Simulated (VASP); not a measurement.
# NbTe (P-6m2) in VASP: a series of runs, part 2 of 2

VASP 6.6.1. Earlier steps stand in the parts before.

## Step 4: Single point, PBE

Contents of INCAR:

```
  PREC = Accurate
  ENCUT = 460
  EDIFF = 1E-7
  ISMEAR = 0
  SIGMA = 0.05
  LREAL = False
  LASPH = True
  NELM = 100
  ALGO = Normal
  ISIF = 2
  LWAVE = False
  LCHARG = False
  GGA = PE
  NBANDS = 16
  ADDGRID = True
```

Contents of KPOINTS:

```
regular mesh
0
Gamma
  7 7 6
```

Contents of POSCAR:

```
NbTe
1.0
    3.7029743866      0.0000000000      0.0000000000
   -1.8514871933      3.2068698884      0.0000000000
    0.0000000000      0.0000000000      3.6942110000
Te Nb
1 1
Direct
    0.6666666667      0.3333333333      0.0000000000
    0.0000000000      0.0000000000      0.5000000000
```

The run is started by

```sh
$ cat potpaw_PBE.64/Te/POTCAR potpaw_PBE.64/Nb_pv/POTCAR > POTCAR
$ mpirun -np 1 vasp_std > vasp.out
```

It took 26 s on 1 thread of Intel Xeon Platinum 8488C (Sapphire Rapids), shared host; peak memory 0.25 GiB.

The run converged, but some of its settings lie outside the range that counts as converged, so its numbers aren't taken as properties of the crystal.

What came out:

```yaml
Free_energy: -13.5110 eV
Pressure: 0.0 GPa
Band_gap_on_the_k_mesh: none (metal or under the smearing width)
```

## Step 5: Single point, PBE

INCAR, as its differences from that of step 4:

```diff
@@ -6,3 +6,3 @@
   LREAL = False
-  LASPH = True
+  LASPH = False
   NELM = 100
@@ -14,2 +14,2 @@
   NBANDS = 16
-  ADDGRID = True
+  ADDGRID = False
```

KPOINTS is that of step 4.

POSCAR is that of step 4.

Potentials or basis: VASP PAW PBE potentials, release 64 (Te, Nb_pv).

The run is started by

```sh
$ cat potpaw_PBE.64/Te/POTCAR potpaw_PBE.64/Nb_pv/POTCAR > POTCAR
$ mpirun -np 1 vasp_std > vasp.out
```

OUTCAR:

```text
PREC = Accurate
   ENCUT = 460
   EDIFF = 1E-7
   ISMEAR = 0
   LREAL = False
   LASPH = False
   NELM = 100
   ISIF = 2
   GGA = PE

 Found     32 irreducible k-points:

 Following reciprocal coordinates:
            Coordinates               Weight
  0.000000  0.000000  0.000000      1.000000
  0.142857 -0.000000  0.000000      6.000000
  0.285714 -0.000000  0.000000      6.000000
  0.428571  0.000000  0.000000      6.000000
  0.142857  0.142857  0.000000      6.000000
[... 192 lines left out ...]
------------------------ aborting loop because EDIFF is reached ----------------------------------------

  FORCE on cell =-STRESS in cart. coord.  units (eV):
  Direction    XX          YY          ZZ          XY          YZ          ZX
  --------------------------------------------------------------------------------------
  -------------------------------------------------------------------------------------
  Total       -0.0794985     -0.0794985      0.1211095      0.0000000      0.0000000      0.0000000
  in kB       -2.9034601     -2.9034601      4.4231861      0.0000000      0.0000000      0.0000000
  external PRESSURE =      -0.4612447 kB  Pullay stress =       0.0000000 kB

 VOLUME and BASIS-vectors are now :
 -----------------------------------------------------------------------------
  energy-cutoff  :      460.00
  volume of cell :       43.87
      direct lattice vectors                 reciprocal lattice vectors
     3.702974387  0.000000000  0.000000000     0.270053178  0.155915275  0.000000000
    -1.851487193  3.206869888  0.000000000     0.000000000  0.311830550  0.000000000
     0.000000000  0.000000000  3.694211000     0.000000000  0.000000000  0.270693796

 POSITION                                       TOTAL-FORCE (eV/Angst)
 -----------------------------------------------------------------------------------
      1.85149      1.06896      0.00000         0.000000     -0.000000      0.000000
      0.00000      0.00000      1.84711        -0.000000      0.000000      0.000000
 -----------------------------------------------------------------------------------
    total drift:                               -0.000000      0.000000     -0.000000

  FREE ENERGIE OF THE ION-ELECTRON SYSTEM (eV)
  ---------------------------------------------------
  free  energy   TOTEN  =       -13.5105895324 eV

  energy  without entropy=      -13.5088466326  energy(sigma->0) =      -13.50971808
```

It took 15 s on 1 thread of Intel Xeon Platinum 8488C (Sapphire Rapids), shared host; peak memory 0.16 GiB.

These settings aren't checked as converged: the numbers below hold their error.

What came out:

```yaml
Free_energy: -13.5106 eV
Pressure: 0.0 GPa
Band_gap_on_the_k_mesh: none (metal or under the smearing width)
```

## Step 6: Single point, PBE

Contents of INCAR:

```
  PREC = Normal
  ENCUT = 460
  EDIFF = 1E-4
  ISMEAR = 0
  SIGMA = 0.05
  LREAL = Auto
  LASPH = True
  NELM = 100
  ALGO = Normal
  ISIF = 2
  LWAVE = False
  LCHARG = False
  GGA = PE
  NBANDS = 16
  ADDGRID = False
```

KPOINTS is that of step 5.

POSCAR is that of step 5.

Potentials or basis: VASP PAW PBE potentials, release 64 (Te, Nb_pv).

The run is started by

```sh
$ cat potpaw_PBE.64/Te/POTCAR potpaw_PBE.64/Nb_pv/POTCAR > POTCAR
$ mpirun -np 1 vasp_std > vasp.out
```

OUTCAR:

```text
PREC = Normal
   ENCUT = 460
   EDIFF = 1E-4
   ISMEAR = 0
   LREAL = Auto
   LASPH = True
   NELM = 100
   ISIF = 2
   GGA = PE

 Found     32 irreducible k-points:

 Following reciprocal coordinates:
            Coordinates               Weight
  0.000000  0.000000  0.000000      1.000000
  0.142857 -0.000000  0.000000      6.000000
  0.285714 -0.000000  0.000000      6.000000
  0.428571  0.000000  0.000000      6.000000
  0.142857  0.142857  0.000000      6.000000
  0.285714  0.142857  0.000000     12.000000
   k-points           NKPTS =     32   k-points in BZ     NKDIM =     32   number of bands    NBANDS=     16
[... 191 lines left out ...]
  FORCE on cell =-STRESS in cart. coord.  units (eV):
  Direction    XX          YY          ZZ          XY          YZ          ZX
  --------------------------------------------------------------------------------------
  -------------------------------------------------------------------------------------
  Total       -0.1544880     -0.1544880      0.0759166     -0.0000000      0.0000000     -0.0000000
  in kB       -5.6422415     -5.6422415      2.7726396     -0.0000000      0.0000000     -0.0000000
  external PRESSURE =      -2.8372811 kB  Pullay stress =       0.0000000 kB

 VOLUME and BASIS-vectors are now :
 -----------------------------------------------------------------------------
  energy-cutoff  :      460.00
  volume of cell :       43.87
      direct lattice vectors                 reciprocal lattice vectors
     3.702974387  0.000000000  0.000000000     0.270053178  0.155915275  0.000000000
    -1.851487193  3.206869888  0.000000000     0.000000000  0.311830550  0.000000000
     0.000000000  0.000000000  3.694211000     0.000000000  0.000000000  0.270693796

 POSITION                                       TOTAL-FORCE (eV/Angst)
 -----------------------------------------------------------------------------------
      1.85149      1.06896      0.00000         0.000000     -0.000000      0.000000
      0.00000      0.00000      1.84711        -0.000000      0.000000      0.000000
 -----------------------------------------------------------------------------------
    total drift:                               -0.000001      0.000001     -0.000000

  FREE ENERGIE OF THE ION-ELECTRON SYSTEM (eV)
  ---------------------------------------------------
  free  energy   TOTEN  =       -13.5117893503 eV

  energy  without entropy=      -13.5100406505  energy(sigma->0) =      -13.51091500
```

OSZICAR:

```text
N       E                     dE             d eps       ncg     rms          rms(c)
DAV:   1     0.109252994978E+03    0.10925E+03   -0.71408E+03  1032   0.885E+02
DAV:   2    -0.829766658531E+01   -0.11755E+03   -0.11074E+03  1144   0.306E+02
DAV:   3    -0.137651123064E+02   -0.54674E+01   -0.52096E+01  1384   0.565E+01
DAV:   4    -0.139357669426E+02   -0.17065E+00   -0.17052E+00  1224   0.998E+00
DAV:   5    -0.139423277430E+02   -0.65608E-02   -0.65606E-02  1560   0.194E+00    0.152E+01
DAV:   6    -0.135445544102E+02    0.39777E+00   -0.79453E-01  1616   0.113E+01    0.615E+00
DAV:   7    -0.135161960850E+02    0.28358E-01   -0.61415E-02  1112   0.165E+00    0.289E+00
DAV:   8    -0.135120587196E+02    0.41374E-02   -0.16538E-02  1624   0.975E-01    0.276E-01
DAV:   9    -0.135117488470E+02    0.30987E-03   -0.93131E-04  1080   0.216E-01    0.135E-01
DAV:  10    -0.135117893503E+02   -0.40503E-04   -0.11139E-04  1056   0.127E-01
   1 F= -.13511789E+02 E0= -.13510915E+02  d E =-.174870E-02
```

It took 8.1 s on 1 thread of Intel Xeon Platinum 8488C (Sapphire Rapids), shared host; peak memory 0.13 GiB.

These settings aren't checked as converged: the numbers below hold their error.

What came out:

| Property | Result |
| --- | --- |
| Free energy | -13.5118 eV |
| Pressure | -0.3 GPa |
| Band gap on the k mesh | none (metal or under the smearing width) |
